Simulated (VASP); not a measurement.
# GaN: the band gap up a ladder of functionals, part 8 of 8

How far up the ladder of functionals must one climb to get the gap of GaN right? LASPH is on for some levels and off for others; the table marks which. The start is a cell from a database of measured crystal structures.

VASP 6.6.1, plane waves and PAW; the level of theory is named at each step.

So far, least gap on mesh and path (eV): step 2 (bands, level LDA, k 5×5×3) 1.98; step 9 (bands, level HSE06, k 5×5×3) 3.28; step 10 (bands, level B3LYP, k 5×5×3) 3.67; step 12 (bands, level PBE-EpsX, k 5×5×3) 3.33; step 13 (bands, level r2SCANh, k 5×5×3) 3.11.

The database entry behind the starting cell differs from later determinations by our own check (about 0.3 % short, ideal inner coordinate), so it need not match the best structure at ambient conditions.

## 14. Bands with HSEsol, k 5×5×3

This step: HSEsol; plane waves and PAW (Ga_d, N) (VASP 6.6.1).

HSEsol is the screened hybrid built on PBEsol.

Contents of INCAR:

```
SYSTEM = GaN
PREC = Accurate
ENCUT = 520
EDIFF = 1E-06
NELM = 100
ISMEAR = 0
SIGMA = 0.02
LREAL = .FALSE.
ALGO = Normal
LHFCALC = .TRUE.
AEXX = 0.25
GGA = PS
HFSCREEN = 0.2
LASPH = .TRUE.
NBANDS = 24
PRECFOCK = Fast
LORBIT = 11
LWAVE = .FALSE.
LCHARG = .FALSE.
KPAR = 8
```

Contents of POSCAR:

```
GaN
1.0
    3.1800000000      0.0000000000      0.0000000000
   -1.5900000000      2.7539607840      0.0000000000
    0.0000000000      0.0000000000      5.1660000000
Ga N
2 2
Direct
    0.3333333333      0.6666666667      0.0000000000
    0.6666666667      0.3333333333      0.5000000000
    0.3333333333      0.6666666667      0.3750000000
    0.6666666667      0.3333333333      0.8750000000
```

Contents of KPOINTS:

```
Automatic mesh
0
Gamma
5 5 3
0 0 0
```

Contents of KPOINTS_OPT:

```
Line mode
6
Line-mode
Reciprocal
  0.00000000   0.00000000   0.00000000 GAMMA
  0.50000000   0.00000000   0.00000000 M

  0.50000000   0.00000000   0.00000000 M
  0.33333333   0.33333333   0.00000000 K

  0.33333333   0.33333333   0.00000000 K
  0.00000000   0.00000000   0.00000000 GAMMA

  0.00000000   0.00000000   0.00000000 GAMMA
  0.00000000   0.00000000   0.50000000 A

  0.00000000   0.00000000   0.50000000 A
  0.50000000   0.00000000   0.50000000 L

  0.50000000   0.00000000   0.50000000 L
  0.33333333   0.33333333   0.50000000 H

  0.33333333   0.33333333   0.50000000 H
  0.00000000   0.00000000   0.50000000 A

  0.50000000   0.00000000   0.50000000 L
  0.50000000   0.00000000   0.00000000 M

  0.33333333   0.33333333   0.00000000 K
  0.33333333   0.33333333   0.50000000 H
```

Potentials, in the order of the species: Ga_d and N (PBE family, release 64).

On the command line:

```
> mpirun -np 8 vasp_std
```

Numbers of over 12 decimals in the logs are rounded to 6 here.

The program printed:

```text
[banner, memory and clock lines left out]
running    8 mpi-ranks, on    1 nodes
[...]
[... a notice as in an earlier step ...]

 [... a notice as in an earlier step ...]

 LDA part: xc-table for (Slater+PW92), standard interpolation
 found WAVECAR, reading the header
 POSCAR, INCAR and KPOINTS ok, starting setup
[...]
reading WAVECAR
 the WAVECAR file was read successfully
 initial charge from wavefunction
 entering main loop
       N       E                     dE             d eps       ncg     rms          rms(c)
DAV:   1    -0.309264236506E+02   -0.30926E+02   -0.10793E+00   720   0.281E+01    0.777E-01
DAV:   2    -0.309257810835E+02    0.64257E-03   -0.13003E-01   744   0.719E+00    0.586E-01
DAV:   3    -0.309242984103E+02    0.14827E-02   -0.16389E-02   864   0.247E+00    0.304E-01
DAV:   4    -0.309241627452E+02    0.13567E-03   -0.38969E-03   568   0.529E-01    0.127E-01
[...]
DAV:   9    -0.309238938958E+02    0.27209E-05   -0.91878E-07   272   0.926E-03    0.950E-03
[...]
DAV:  11    -0.309238924165E+02    0.43864E-06   -0.14323E-07   256   0.491E-03
   1 F= -.30923892E+02 E0= -.30923892E+02  d E =-.125655E-11
 Start KPOINTS_OPT (optional k-point list driver)
k-point batch [1-10\54]
       N       E                     dE             ncg
DAV:   1     0.866488074626E+03   -0.86421E+04      528
DAV:   2    -0.207277103379E+04   -0.29393E+04      496
DAV:   3    -0.244680983036E+04   -0.37404E+03      584
DAV:   4    -0.246471889285E+04   -0.17909E+02      664
DAV:   5    -0.246502301993E+04   -0.30413E+00      624
DAV:   6    -0.246503021238E+04   -0.71925E-02      736
DAV:   7    -0.246503034446E+04   -0.13208E-03      600
DAV:   8    -0.246503034749E+04   -0.30283E-05      528
DAV:   9    -0.246503034764E+04   -0.15245E-06      408
[...]
k-point batch [51-54\54]
       N       E                     dE             ncg
DAV:   1     0.894075709564E+04   -0.59625E+04      200
DAV:   2     0.776827273156E+04   -0.11725E+04      200
DAV:   3     0.762107786720E+04   -0.14719E+03      248
DAV:   4     0.761499484633E+04   -0.60830E+01      232
DAV:   5     0.761488640938E+04   -0.10844E+00      256
DAV:   6     0.761488273903E+04   -0.36704E-02      272
DAV:   7     0.761488269485E+04   -0.44180E-04      216
DAV:   8     0.761488269443E+04   -0.41501E-06      184
```

Wall time 6.6 min (8 MPI ranks of Intel Xeon 6975P-C (Granite Rapids), shared host); peak memory 2.3 GiB; 53 min of CPU time.

OUTCAR, selected parts (step 14):

```text
 POSITION                                       TOTAL-FORCE (eV/Angst)
 -----------------------------------------------------------------------------------
     -0.00000      1.83597      0.00000         0.000000      0.000000     -0.150056
      1.59000      0.91799      2.58300        -0.000000     -0.000000     -0.150056
     -0.00000      1.83597      1.93725        -0.000000      0.000000      0.150056
      1.59000      0.91799      4.52025         0.000000      0.000000      0.150056
 -----------------------------------------------------------------------------------
    total drift:                               -0.000002     -0.000002     -0.000178

  FREE ENERGIE OF THE ION-ELECTRON SYSTEM (eV)
  ---------------------------------------------------
  free  energy   TOTEN  =       -30.9238924165 eV

  energy  without entropy=      -30.9238924165  energy(sigma->0) =      -30.92389242

[... 2 parts as in an earlier step ...]

[... 1 further part left out ...]
[key lines of the parts left out:]
E-fermi :   4.5919
```

Electronic bands along the path, in eV, zero at the valence-band top; v1 is the highest filled band, c1 the lowest empty one:

```tsv
point	v4	v3	v2	v1	c1	c2	c3	c4
Γ	-1.16	-0.06	0.00	0.00	3.23	5.69	10.97	11.43
0.40 of the way	-2.30	-1.91	-0.52	-0.36	5.17	7.31	9.32	10.26
M	-4.63	-3.02	-2.44	-1.08	6.28	6.97	7.41	10.51
0.40 of the way	-4.55	-3.72	-2.55	-1.76	6.88	7.46	7.94	10.39
K	-5.73	-3.30	-3.30	-2.97	6.20	9.67	9.67	9.91
0.40 of the way	-4.74	-3.25	-1.57	-1.43	7.20	7.79	9.03	9.16
Γ	-1.16	-0.06	0.00	0.00	3.23	5.69	10.97	11.43
0.60 of the way	-0.93	-0.93	-0.25	-0.25	4.75	5.84	10.37	10.83
A	-0.60	-0.60	-0.60	-0.60	5.68	5.68	10.08	10.08
0.40 of the way	-2.05	-2.05	-1.18	-1.18	6.71	6.71	9.17	9.17
L	-2.13	-2.13	-2.09	-2.09	5.63	5.63	9.36	9.36
0.40 of the way	-3.15	-3.15	-1.79	-1.79	6.36	6.36	9.68	9.68
H	-4.59	-4.59	-1.63	-1.63	7.91	7.91	8.65	8.65
0.60 of the way	-2.13	-2.13	-1.56	-1.56	7.01	7.01	9.09	9.09
A	-0.60	-0.60	-0.60	-0.60	5.68	5.68	10.08	10.08
jump to L	-2.13	-2.13	-2.09	-2.09	5.63	5.63	9.36	9.36
0.40 of the way	-3.28	-2.67	-1.77	-1.54	5.40	6.28	9.29	9.46
M	-4.63	-3.02	-2.44	-1.08	6.28	6.97	7.41	10.51
jump to K	-5.73	-3.30	-3.30	-2.97	6.20	9.67	9.67	9.91
0.40 of the way	-5.58	-3.34	-2.66	-2.66	6.75	9.11	9.11	9.76
H	-4.59	-4.59	-1.63	-1.63	7.91	7.91	8.65	8.65
```

Of the projections kept (Ga, N), the largest for each band there; the rest of the weight can lie on other orbitals:

```tsv
point	v4	v3	v2	v1	c1	c2	c3	c4
Γ	N 0.71	N 0.77	N 0.78	N 0.78	N 0.59	Ga 0.72	N 0.81	Ga 1.00
M	N 0.55	N 0.65	N 0.64	N 0.72	Ga 0.89	Ga 0.63	Ga 0.53	N 0.63
K	Ga 0.55	N 0.61	N 0.61	N 0.64	Ga 0.91	N 0.55	N 0.55	N 0.69
Γ	N 0.71	N 0.77	N 0.78	N 0.78	N 0.59	Ga 0.72	N 0.81	Ga 1.00
A	N 0.74	N 0.74	N 0.74	N 0.74	N 0.53	N 0.53	Ga 0.64	Ga 0.64
L	N 0.68	N 0.68	N 0.68	N 0.68	Ga 0.75	Ga 0.75	Ga 0.82	Ga 0.82
```

The electronic bands as a text plot (rows in eV, shown from -7.7 to 8.7 only):

```
    8.3 |    ++    +                           +               ++
    7.6 |  ++  ++++     ++++                  ++++          +  +
    6.9 |    ++++++   ++++           ++      +    ++++      + +
    6.3 | +  ++++  +++      ++      +  +    +         ++ +++++
    5.6 |+                ++  ++++++    ++++            ++++
    4.9 |  ++                    +
    4.2 | +                 ++  +
    3.5 |+                    ++
    2.9 |
    2.2 |
    1.5 |
    0.8 |
    0.1 |**                 *****
   -0.6 | *****           **   * ****                 ***
   -1.2 |**  *****      **  ******  ***             ****  ***
   -1.9 | ***  *  *       ****   *   *****************   ***   **
   -2.6 |  ********** **               *   *      **     **** *
   -3.3 |  **   **  **  ****                *             * ***
   -4.0 |    **   *** **  **      ***        *  **    ***  *   **
   -4.7 |      *****  ****           **       **    **      *
   -5.3 |    ***  ***                  *                      ***
   -6.0 |       **  ******       *                **       ****
   -6.7 |    *******      **    *       **  ******       ** *  **
   -7.4 |****               ****          **             ***
         Γ      M    K        Γ   A       L    H       A|L M|K  H
```

The gap is 3.23 eV, direct at Γ. Against LDA that is +1.25 eV; this run took 45 times the core time, on fewer points of the path. The direct gap lies -0.27 eV from the measured 3.50 eV.

## 15. Bands with PBE + SOC

This step: PBE, spin-orbit coupling; plane waves and PAW (Ga_d, N) (VASP 6.6.1).

Spin-orbit coupling needs spinors and the noncollinear program, where each band holds one electron.

Contents of INCAR:

```
SYSTEM = GaN
PREC = Accurate
ENCUT = 520
EDIFF = 1E-06
NELM = 100
ISMEAR = 0
SIGMA = 0.02
LREAL = .FALSE.
ALGO = Normal
GGA = PE
LNONCOLLINEAR = .TRUE.
MAGMOM = 0 0 0 0 0 0 0 0 0 0 0 0
NBANDS = 48
GGA_COMPAT = .FALSE.
LASPH = .TRUE.
LSORBIT = .TRUE.
LORBIT = 11
LWAVE = .FALSE.
LCHARG = .FALSE.
KPAR = 8
```

POSCAR is that of step 14.

Contents of KPOINTS:

```
Automatic mesh
0
Gamma
7 7 4
0 0 0
```

Changes to KPOINTS_OPT since step 14:

```diff
@@ -1,3 +1,3 @@
 Line mode
-6
+16
 Line-mode
```

On the command line:

```
> mpirun -np 8 vasp_ncl
```

The program printed:

```text
[... set-up lines as in an earlier step ...]
 entering main loop
       N       E                     dE             d eps       ncg     rms          rms(c)
DAV:   1     0.403104179278E+03    0.40310E+03   -0.16151E+04  3576   0.281E+03
DAV:   2     0.525569528165E+02   -0.35055E+03   -0.32743E+03  3120   0.723E+02
DAV:   3    -0.223812073111E+02   -0.74938E+02   -0.72764E+02  3560   0.218E+02
DAV:   4    -0.281794787755E+02   -0.57983E+01   -0.57416E+01  3952   0.636E+01
[...]
DAV:  12    -0.242945123650E+02   -0.11090E-04   -0.10371E-04  3840   0.756E-02    0.248E-02
DAV:  13    -0.242945098861E+02    0.24790E-05   -0.64001E-06  3888   0.511E-02    0.936E-03
DAV:  14    -0.242945102314E+02   -0.34528E-06   -0.67522E-06  2992   0.410E-02
   1 F= -.24294510E+02 E0= -.24294510E+02  d E =-.407628E-29  mag=    -0.0000     0.0000    -0.0000
 Start KPOINTS_OPT (optional k-point list driver)
k-point batch [1-32\144]
       N       E                     dE             ncg
DAV:   1     0.809093066045E+04   -0.23469E+05     3608
DAV:   2    -0.285830211080E+04   -0.10949E+05     3104
DAV:   3    -0.507909998915E+04   -0.22208E+04     3512
DAV:   4    -0.524025054324E+04   -0.16115E+03     3864
DAV:   5    -0.524509072320E+04   -0.48402E+01     3704
DAV:   6    -0.524524839071E+04   -0.15767E+00     4336
DAV:   7    -0.524525266808E+04   -0.42774E-02     4024
DAV:   8    -0.524525270946E+04   -0.41379E-04     4176
DAV:   9    -0.524525271018E+04   -0.72703E-06     2344
[...]
k-point batch [129-144\144]
       N       E                     dE             ncg
DAV:   1     0.260974912053E+05   -0.20398E+05     1792
DAV:   2     0.206050780383E+05   -0.54924E+04     1552
DAV:   3     0.195059132592E+05   -0.10992E+04     1696
DAV:   4     0.194251377981E+05   -0.80775E+02     1976
DAV:   5     0.194230406500E+05   -0.20971E+01     1784
DAV:   6     0.194229642279E+05   -0.76422E-01     2120
DAV:   7     0.194229618515E+05   -0.23763E-02     2016
DAV:   8     0.194229618324E+05   -0.19136E-04     2112
DAV:   9     0.194229618321E+05   -0.28471E-06     1088
```

Elapsed: 34 s, on 8 MPI ranks; peak memory 2.9 GiB; 4.3 min of CPU time.

OUTCAR, selected parts (step 15):

```text
  Total        1.8540565      1.8540565      2.4598038      0.0000000      0.0000000      0.0000000
  in kB       65.6589999     65.6589999     87.1107545      0.0000000      0.0000000      0.0000000
  external PRESSURE =      72.8095848 kB  Pullay stress =       0.0000000 kB

 POSITION                                       TOTAL-FORCE (eV/Angst)
 -----------------------------------------------------------------------------------
     -0.00000      1.83597      0.00000         0.000000     -0.000000     -0.134527
      1.59000      0.91799      2.58300        -0.000000      0.000000     -0.134527
     -0.00000      1.83597      1.93725        -0.000000      0.000000      0.134527
      1.59000      0.91799      4.52025         0.000000     -0.000000      0.134527
 -----------------------------------------------------------------------------------
    total drift:                               -0.000000      0.000000     -0.000270

  FREE ENERGIE OF THE ION-ELECTRON SYSTEM (eV)
  ---------------------------------------------------
  free  energy   TOTEN  =       -24.2945102314 eV

  energy  without entropy=      -24.2945102314  energy(sigma->0) =      -24.29451023

 magnetization (x)
# of ion       s       p       d       tot
------------------------------------------
    1       -0.000   0.000   0.000   0.000
    2       -0.000   0.000  -0.000  -0.000
    3       -0.000  -0.000   0.000  -0.000
    4        0.000   0.000   0.000   0.000
--------------------------------------------------
tot         -0.000  -0.000  -0.000  -0.000

 magnetization (y)
# of ion       s       p       d       tot
------------------------------------------
    1        0.000   0.000   0.000   0.000
    2        0.000  -0.000   0.000  -0.000
    3        0.000   0.000   0.000   0.000
    4        0.000   0.000   0.000   0.000
--------------------------------------------------
tot          0.000   0.000   0.000   0.000

 magnetization (z)
# of ion       s       p       d       tot
------------------------------------------
    1        0.000   0.000  -0.000   0.000
    2       -0.000   0.000   0.000  -0.000
    3        0.000  -0.000   0.000  -0.000
    4        0.000  -0.000   0.000  -0.000
--------------------------------------------------
tot          0.000  -0.000   0.000  -0.000

[... 1 part as in an earlier step ...]

[... 2 further parts left out ...]
[key lines of the parts left out:]
E-fermi :   5.5875
```

LASPH is switched on together with spin-orbit coupling, so the change from the scalar run holds both.

The electronic bands at the labelled points (eV, zero at the valence-band top; v1 is the highest filled band, c1 the lowest empty one):

```tsv
point	v4	v3	v2	v1	c1	c2	c3	c4
Γ	-0.01	-0.01	0.00	0.00	1.97	1.97	4.30	4.30
0.47 of the way	-0.67	-0.64	-0.44	-0.44	4.17	4.19	5.95	5.96
M	-2.27	-2.27	-0.99	-0.99	5.07	5.07	5.61	5.61
0.47 of the way	-2.40	-2.40	-1.80	-1.79	5.64	5.65	6.47	6.49
K	-3.04	-3.02	-2.72	-2.72	5.13	5.13	7.86	7.87
0.47 of the way	-1.16	-1.15	-1.08	-1.04	5.21	5.23	6.90	6.91
Γ	-0.01	-0.01	0.00	0.00	1.97	1.97	4.30	4.30
0.53 of the way	-0.19	-0.19	-0.18	-0.18	3.26	3.26	4.41	4.41
A	-0.54	-0.54	-0.54	-0.54	4.29	4.29	4.29	4.29
0.47 of the way	-1.24	-1.24	-1.23	-1.23	5.30	5.30	5.31	5.31
L	-1.92	-1.92	-1.92	-1.92	4.42	4.42	4.42	4.42
0.47 of the way	-1.64	-1.64	-1.62	-1.62	5.29	5.29	5.31	5.31
H	-1.51	-1.51	-1.51	-1.51	6.48	6.48	6.50	6.50
0.53 of the way	-1.75	-1.75	-1.71	-1.71	5.66	5.66	5.69	5.69
A	-0.54	-0.54	-0.54	-0.54	4.29	4.29	4.29	4.29
jump to L	-1.92	-1.92	-1.92	-1.92	4.42	4.42	4.42	4.42
0.47 of the way	-1.69	-1.69	-1.34	-1.34	4.28	4.28	5.10	5.10
M	-2.27	-2.27	-0.99	-0.99	5.07	5.07	5.61	5.61
jump to K	-3.04	-3.02	-2.72	-2.72	5.13	5.13	7.86	7.87
0.47 of the way	-2.34	-2.30	-2.30	-2.29	5.80	5.80	7.32	7.32
H	-1.51	-1.51	-1.51	-1.51	6.48	6.48	6.50	6.50
```

Of the projections kept (Ga, N), the largest for each band there; the rest of the weight can lie on other orbitals:

```tsv
point	v4	v3	v2	v1	c1	c2	c3	c4
Γ	N 0.78	N 0.78	N 0.78	N 0.78	N 0.58	N 0.58	Ga 0.72	Ga 0.72
M	N 0.63	N 0.63	N 0.73	N 0.73	Ga 0.89	Ga 0.89	Ga 0.60	Ga 0.60
K	N 0.61	N 0.61	N 0.63	N 0.63	Ga 0.89	Ga 0.89	N 0.56	N 0.56
Γ	N 0.78	N 0.78	N 0.78	N 0.78	N 0.58	N 0.58	Ga 0.72	Ga 0.72
A	N 0.74	N 0.74	N 0.74	N 0.74	N 0.53	N 0.53	N 0.53	N 0.53
L	N 0.68	N 0.68	N 0.68	N 0.68	Ga 0.74	Ga 0.74	Ga 0.74	Ga 0.74
```

The gap is 1.97 eV, direct at Γ. That is the gap of PBE again, on another mesh; this run took 3.7 times the core time. The direct gap lies -1.53 eV from the measured 3.50 eV.

## 16. The ladder as a table

This step: ladder of functionals on one cell; plane waves and PAW (VASP 6.6.1).

Derived from the runs above.

A gap of 0 means none; cost is the wall time of each run, as given at its step, times its ranks, without the set-up around it; LASPH differs between rows, which moves results and costs too. Results by level, by row:

```tsv
level	gap (eV)	least direct gap (eV)	pressure (GPa)	cost (core minutes)	LASPH
LDA	1.976	1.976	-3.83	1.17	off
PBE	1.968	1.968	7.26	1.23	off
r2SCAN	2.373	2.373	2.12	3.73	on
TB-mBJ	3.15	3.15	-	4.27	on
SCAN	2.271	2.271	1.38	3.87	on
LAK	2.786	2.786	8.23	4.27	on
HSE06	3.277	3.277	-	53.3	on
B3LYP	3.667	3.668	-	50.4	on
PBE-EpsX	3.332	3.332	-	51.5	on
r2SCANh	3.112	3.112	-	55.6	on
HSEsol	3.23	3.23	-	52.9	on
PBE + SOC	1.97	1.97	7.28	4.53	on
```

## 17. What came out

- gap, LDA: 1.98 eV
- gap, PBE: 1.97 eV
- gap, r2SCAN: 2.37 eV
- gap, TB-mBJ: 3.15 eV
- gap, SCAN: 2.27 eV
- gap, LAK: 2.79 eV
- gap, HSE06: 3.28 eV
- gap, B3LYP: 3.67 eV
- gap, PBE-EpsX: 3.33 eV
- gap, r2SCANh: 3.11 eV
- gap, HSEsol: 3.23 eV
- gap, PBE + SOC: 1.97 eV

In words: For GaN, without spin-orbit coupling, the functional decides between a gap of 1.97 eV (PBE) and 3.67 eV (B3LYP), while across these levels the cost spans a factor of 47. The cheapest level whose direct gap lies within 0.25 eV of experiment (a bound picked here) is B3LYP, at 50 core minutes. The measured gap holds spin-orbit coupling, which only the runs so named include; it raises a p-like valence top, so a match without it is partly luck. In most such crystals zero-point and thermal motion narrow the gap, so the static value to match lies above the measured one, and levels a little over it fare better than the table shows. HSE06 moves the gap by +1.31 eV from PBE, at about 43 times the core time, though on fewer points of the path. On r2SCAN the gap grows with the share of exact exchange: 2.37 eV at none, 3.11 eV at 0.10. Spin-orbit coupling changes the PBE gap by +0.00 eV (the two runs use different meshes). TB-mBJ lands -0.13 eV from HSE06 at 8.0 % of its cost. All levels use one geometry, and one mesh but for spin-orbit runs, kept coarse to afford the hybrids, so no gap here is fully converged. Costs come from a shared host, and the hybrids use PRECFOCK = Fast. These are single-particle gaps of a static lattice, without excitons or temperature. LASPH is on for some levels and off for others, so differences between them are not the functional's alone. The spin-orbit shifts include the switch to LASPH.

Computed beside measured:

| quantity | measured | PBE | r2SCAN | TB-mBJ | HSE06 | B3LYP | PBE-EpsX | PBE + spin-orbit |
| --- | --- | --- | --- | --- | --- | --- | --- | --- |
| band gap (direct gap) (eV) | 3.503 | 1.97 (-1.54 eV) | 2.37 (-1.13 eV) | 3.15 (-0.35 eV) | 3.28 (-0.23 eV) | 3.67 (+0.16 eV) | 3.33 (-0.17 eV) | 1.97 (-1.53 eV) |

Measured values from pmc:6823545 (2019).

Verdict: For the band gap, of the levels listed nearest comes B3LYP (+0.16 eV, good agreement) and farthest PBE (-1.54 eV, a clear miss). Local and semilocal functionals usually give gaps below the measured ones. Zero-point and thermal motion shift the measured gap. No cell relaxation is part of this session.

[Lines on the potential files, build, host, timing and source positions are cut from VASP's logs without a mark.]

[Logs are printed without paths, hosts, clocks, repeated set-up lines and the standing remarks that a program may print on its own settings, such as how far it seeks lower states.]

[Hosts, paths, dates, database ids (printed as entryN), source tags and the programs' standing remarks are cut or masked in the printed files.]

[A measured line is paired with the nearest computed mode of its activity, which favours agreement.]
